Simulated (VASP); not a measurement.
A convergence study with VASP on Pt (fcc): one setting is varied, all else stays as given below, so the limit is that of these other settings. The cell's lengths are 1 % over those of the tabulated start, so it is off equilibrium.

```yaml
crystal:
  lattice:
    - [0.00000, 1.97960, 1.97960]
    - [1.97960, 0.00000, 1.97960]
    - [1.97960, 1.97960, 0.00000]
  atoms:
    - { symbol: Pt, position: [0.00000, 0.00000, 0.00000] }
```

Computed with LDA (Ceperley-Alder, Perdew-Zunger), VASP's LDA PAW potentials (set 64) (plane waves; VASP). The tightest run used: 1000 eV cut-off, 18×18×18 Γ-centred mesh, first-order Methfessel-Paxton smearing of 0.10 eV, potentials Pt.

Task: The settings run are ENCUT = 150; ENCUT = 250; ENCUT = 350; ENCUT = 450; ENCUT = 550; ENCUT = 600; ENCUT = 650; ENCUT = 700; ENCUT = 750; ENCUT = 800; ENCUT = 850; ENCUT = 1000. From which on does the energy per atom stay within 0.002 eV/atom of the tightest run?

Result: From ENCUT = 350 on: it is off by 0.0004 there and by no more than 0.002 in any finer run, while ENCUT = 250 is off by 0.0098.
```
setting       E (eV/atom)  pressure (GPa)  plane waves  difference judged (eV/atom)
------------  -----------  --------------  -----------  ---------------------------
ENCUT = 150       -7.1765         -228.20           72                       0.2947
ENCUT = 250       -7.4810          -13.39          150                       0.0098
ENCUT = 350       -7.4716          -13.55          259                       0.0004
ENCUT = 450       -7.4716          -12.80          347                       0.0004
ENCUT = 550       -7.4715          -12.90          467                       0.0003
ENCUT = 600       -7.4716          -12.84          534                       0.0004
ENCUT = 650       -7.4716          -12.80          594                       0.0004
ENCUT = 700       -7.4716          -12.82          663                       0.0004
ENCUT = 750       -7.4716          -12.83          745                       0.0003
ENCUT = 800       -7.4713          -12.83          822                       0.0001
ENCUT = 850       -7.4712          -12.83          895                       0.0000
ENCUT = 1000      -7.4712          -12.83         1139                       0.0000
```

Left out are rungs that failed or repeat a setting and relaxations that didn't move; long series are thinned to 24 rows.

The compound is Pt in the fcc structure. The cell was not relaxed at this level.
